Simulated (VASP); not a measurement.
Consider the following.

```xyz
4
Lattice="0.0000 3.4477 3.4477 3.4477 0.0000 3.4477 3.4477 3.4477 0.0000" Properties=species:S:1:pos:R:3 pbc="T T T"
Mg     0.0000     0.0000     0.0000
Mg     1.7239     1.7239     1.7239
Mg     5.1716     5.1716     5.1716
Al     3.4477     3.4477     3.4477
```

Method: PBEsol GGA, VASP's PBE PAW potentials (set 64) (plane waves; VASP 6.6.1). Numerical set-up: 400 eV cut-off, Gaussian smearing of 0.050 eV, potentials Mg Al.

Problem. Give the energies of bands 1 to 7 at the high-symmetry points, in eV from the Fermi level.

Solution. 
| band | Γ | X | U | L | W |
|---|---|---|---|---|---|
| 1 | -8.20 | -5.56 | -5.45 | -6.26 | -5.29 |
| 2 | 0.17 | -4.74 | -4.36 | -5.44 | -3.99 |
| 3 | 0.17 | -2.26 | -4.28 | -0.50 | -3.99 |
| 4 | 0.17 | -2.26 | -1.91 | -0.50 | -3.85 |
| 5 | 1.04 | -2.00 | -1.17 | 0.35 | 1.38 |
| 6 | 1.04 | -1.02 | 1.50 | 0.35 | 1.57 |
| 7 | 1.04 | 5.68 | 3.62 | 0.44 | 2.12 |

It has no gap at this level: it comes out as a metal or semimetal.

The structure comes from a computed database's Mg3Al entry (Fm-3m); how it stands against other phases isn't given here. It was relaxed first. The electron count is odd and the run is not spin-polarised, which forces a metal.
